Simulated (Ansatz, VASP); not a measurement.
SrCd in VASP and in Ansatz

File INCAR:

```
SYSTEM = SrCd
PREC = Accurate ; ENCUT = 520
EDIFF = 1E-6 ; ISMEAR = -1
SIGMA = 0.08 ; LREAL = .False.
LASPH = .True. ; NELM = 100
ALGO = Normal ; ISIF = 2
LWAVE = .False. ; LCHARG = .False.
NBANDS = 18
```

File KPOINTS:

```
regular mesh
0
Gamma
  10 10 10
  0 0 0
```

File POSCAR:

```
SrCd
1.0
    4.0430300000      0.0000000000      0.0000000000
    0.0000000000      4.0430300000      0.0000000000
    0.0000000000      0.0000000000      4.0030000000
Sr Cd
1 1
Direct
    0.5000000000      0.5000000000      0.5000000000
    0.0000000000      0.0000000000      0.0000000000
```

Input for Ansatz:

```yaml
crystal:
  lattice:
    - [4.04303, 0.0, 0.0]
    - [0.0, 4.04303, 0.0]
    - [0.0, 0.0, 4.003]
  atoms:
    - { symbol: Sr, position: [0.5, 0.5, 0.5] }
    - { symbol: Cd, position: [0.0, 0.0, 0.0] }
kpoints:
  mp_grid: { grid: [10, 10, 10] }
  band_path:
    path:
      - [0.0, 0.0, 0.0]
      - [0.0, 0.5, 0.0]
      - [0.5, 0.5, 0.0]
      - [0.0, 0.0, 0.0]
      - [0.0, 0.0, 0.5]
      - [0.0, 0.5, 0.5]
      - [0.5, 0.5, 0.5]
      - [0.0, 0.0, 0.5]
      - [0.0, 0.5, 0.0]
    npoints: 5
scf:
  occupations: { method: fermi_dirac, width: 0.08 }
hamiltonian:
  xc: lda
  pseudopotentials: { kind: all_electron, lapw: { basis_error: 0.0005 } }
output:
  forces: true
  stress: true
  eigenvalues: true
```

Change from the starting cell: equal xx and yy strain of +1 %.

Alike in both runs: task single point; functional LDA; k mesh 10 × 10 × 10; occupations fermi-dirac, width 0.08 eV; no spin polarisation.

|  | VASP | Ansatz |
| --- | --- | --- |
| version | VASP 6.6.1 | Ansatz 0.2.0 |
| potentials or method | VASP PAW LDA potentials, release 64 (Sr_sv, Cd) | all-electron LAPW, scalar-relativistic |
| plane-wave cutoff (eV) | 520 | see its input |

```csv
,VASP,Ansatz,Ansatz less VASP
pressure (GPa),-2.4,-2.5,-0.09
largest component of the traceless stress (GPa),0.18,0.19,+0.002
```

Ansatz ran all-electron here, so the differences hold the error of VASP's frozen core and of both bases.
